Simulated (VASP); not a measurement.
```xyz
6
Lattice="2.7946 -2.7934 0.0000 2.7946 2.7934 0.0000 -2.6914 0.0000 7.2820" Properties=species:S:1:pos:R:3 pbc="T T T"
Y      0.7760    -0.7014     5.4615
Y      2.1218     0.7014     1.8205
Si     0.7570     2.0906     4.2609
Si     2.1408    -2.0906     3.0211
Si     0.7951     2.0906     6.6621
Si     2.1027    -2.0906     0.6199
```

All values below come from PBEsol GGA, VASP's PBE PAW potentials (set 64) (plane waves; VASP). Numerical set-up: 300 eV cut-off, 7×7×4 Γ-centred mesh, Gaussian smearing of 0.14 eV, potentials Y_sv Si.

### Question
Give the energies of bands 11 to 22 at the high-symmetry points, in eV from the Fermi level.

### Answer

| band | Γ | A | I2 | M2 | Y | V2 |
|---|---|---|---|---|---|---|
| 11 | -8.77 | -6.38 | -7.76 | -7.78 | -7.79 | -8.86 |
| 12 | -3.60 | -6.38 | -7.76 | -7.78 | -7.78 | -6.35 |
| 13 | -3.43 | -3.42 | -4.78 | -4.79 | -4.83 | -4.74 |
| 14 | -3.43 | -3.42 | -4.78 | -4.79 | -4.76 | -4.54 |
| 15 | -2.32 | -2.31 | -3.58 | -3.55 | -3.55 | -3.70 |
| 16 | -2.29 | -2.31 | -3.58 | -3.55 | -3.55 | -1.91 |
| 17 | -2.29 | -2.05 | -2.93 | -2.99 | -3.02 | -1.88 |
| 18 | -1.16 | -2.05 | -2.93 | -2.99 | -2.96 | -1.55 |
| 19 | -0.86 | 1.10 | 0.00 | 0.02 | -0.06 | -0.56 |
| 20 | -0.39 | 1.10 | 0.00 | 0.02 | 0.09 | -0.14 |
| 21 | 1.03 | 1.48 | 2.05 | 2.04 | 2.01 | 0.81 |
| 22 | 1.71 | 1.48 | 2.05 | 2.04 | 2.07 | 1.41 |

It has no gap at this level: it comes out as a metal or semimetal.

The structure comes from a computed database's YSi2 entry; how it stands against other phases isn't given here. The cell was not relaxed at this level.
